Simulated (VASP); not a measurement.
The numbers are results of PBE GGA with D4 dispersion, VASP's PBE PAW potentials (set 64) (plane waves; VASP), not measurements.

VASP ran on this input.

**KPOINTS**
```
k-points along high-symmetry lines
10
Line-mode
Reciprocal
  0.000000   0.000000   0.000000 ! GAMMA
  0.000000   0.500000   0.000000 ! M

  0.000000   0.500000   0.000000 ! M
 -0.333333   0.666667   0.000000 ! K

 -0.333333   0.666667   0.000000 ! K
  0.000000   0.000000   0.000000 ! GAMMA

  0.000000   0.000000   0.000000 ! GAMMA
  0.000000   0.000000   0.500000 ! A

  0.000000   0.000000   0.500000 ! A
  0.000000   0.500000   0.500000 ! L

  0.000000   0.500000   0.500000 ! L
 -0.333333   0.666667   0.500000 ! H

 -0.333333   0.666667   0.500000 ! H
  0.000000   0.000000   0.500000 ! A

  0.000000   0.500000   0.500000 ! L
  0.000000   0.500000   0.000000 ! M

 -0.333333   0.666667   0.500000 ! H
 -0.333333   0.666667   0.000000 ! K
```

File POSCAR:
```
MoTe2
27.5315840
  0.0635885931  -0.1101386590   0.0000000000
  0.0635885931   0.1101386590   0.0000000000
  0.0000000000   0.0000000000   0.5000000064
Te Mo
4 2
Cart
  0.0635885931   0.0367129598   0.4409584887
  0.0635885931  -0.0367129598   0.1909584855
  0.0635885931  -0.0367129598   0.0590415177
  0.0635885931   0.0367129598   0.3090415209
  0.0635885931   0.0367129598   0.1250000016
  0.0635885931  -0.0367129598   0.3750000048
```

**INCAR**
```
# general
SYSTEM  = MoTe2
PREC    = Accurate
ENCUT   = 520
LREAL   = F
LASPH   = T
ICHARG  = 11   # fixed density

# electronic loop
EDIFF   = 1E-7
NELM    = 100
ALGO    = Normal
LMAXMIX = 4

# smearing
ISMEAR  = 0   # Gaussian
SIGMA   = 0.05

# functional
GGA     = PE   # PBE
IVDW    = 13   # D4

# output
LWAVE   = F
LCHARG  = F
LORBIT  = 11   # lm-projected
```

POTCAR, in this order: Te Mo_sv (PBE.64 set). Program: vasp_std. Read from the step before: CHGCAR.

Output of the run:

**OSZICAR**
```
       N       E                     dE             d eps       ncg     rms          rms(c)
DAV:   1     0.409495400577E+03    0.40950E+03   -0.27523E+04  6532   0.150E+03
DAV:   2    -0.119087528369E+02   -0.42140E+03   -0.41324E+03  6942   0.352E+02
DAV:   3    -0.346888793438E+02   -0.22780E+02   -0.22292E+02  7028   0.684E+01
DAV:   4    -0.353825092324E+02   -0.69363E+00   -0.69132E+00  6883   0.113E+01
DAV:   5    -0.354023910878E+02   -0.19882E-01   -0.19869E-01  7294   0.197E+00
DAV:   6    -0.354028013550E+02   -0.41027E-03   -0.41019E-03  6836   0.281E-01
DAV:   7    -0.354028154972E+02   -0.14142E-04   -0.14141E-04  7306   0.479E-02
DAV:   8    -0.354028160367E+02   -0.53951E-06   -0.53953E-06  6638   0.849E-03
DAV:   9    -0.354028160593E+02   -0.22558E-07   -0.22584E-07  4887   0.168E-03
   1 F= -.38837217E+02 E0= -.38837217E+02  d E =-.928260E-12
```

File OUTCAR:
```
 val. band max:        8.5135813085   @ k =  -0.0000   0.0000   0.0000

 cond. band min:       9.1470016819   @ k =  -0.1852   0.3704   0.0000



 k-point     1 :       0.0000    0.0000    0.0000
  band No.  band energies     occupation
      1     -52.3285      2.00000
      2     -52.3285      2.00000
      3     -26.5030      2.00000
      4     -26.5029      2.00000
      5     -26.3651      2.00000
      6     -26.3651      2.00000
      7     -26.3651      2.00000
      8     -26.3651      2.00000
      9      -4.6567      2.00000
     10      -4.2442      2.00000
     11      -3.8454      2.00000
     12      -3.2134      2.00000
     13       2.4524      2.00000
     14       3.9564      2.00000
     15       5.1899      2.00000
     16       6.6911      2.00000
     17       6.6911      2.00000
     18       6.7111      2.00000
     19       6.7111      2.00000
     20       7.3541      2.00000
     21       7.4625      2.00000
     22       7.4626      2.00000
     23       7.5077      2.00000
     24       7.5077      2.00000
     25       8.3034      2.00000
     26       8.5136      2.00000
     27      11.3972      0.00000
     28      11.3977      0.00000
     29      11.5671      0.00000
     30      11.5758      0.00000
     31      11.5985      0.00000

 k-point     2 :       0.0000    0.0556    0.0000
  band No.  band energies     occupation
      1     -52.3282      2.00000
      2     -52.3281      2.00000
      3     -26.5021      2.00000
      4     -26.5020      2.00000
      5     -26.3692      2.00000
      6     -26.3692      2.00000
      7     -26.3660      2.00000
      8     -26.3660      2.00000
      9      -4.6120      2.00000
     10      -4.2001      2.00000
     11      -3.8115      2.00000
     12      -3.1845      2.00000
     13       2.5025      2.00000
     14       4.0041      2.00000
     15       5.1706      2.00000
     16       6.5888      2.00000
     17       6.6141      2.00000
     18       6.7259      2.00000
...
```

The density is held fixed in this step, so its total energy and stress have no physical meaning. Unless said otherwise, spin-orbit coupling is left out, though it shifts the bands of the heavy elements here.

The compound is MoTe2 in the 2H layered structure. It was relaxed first.
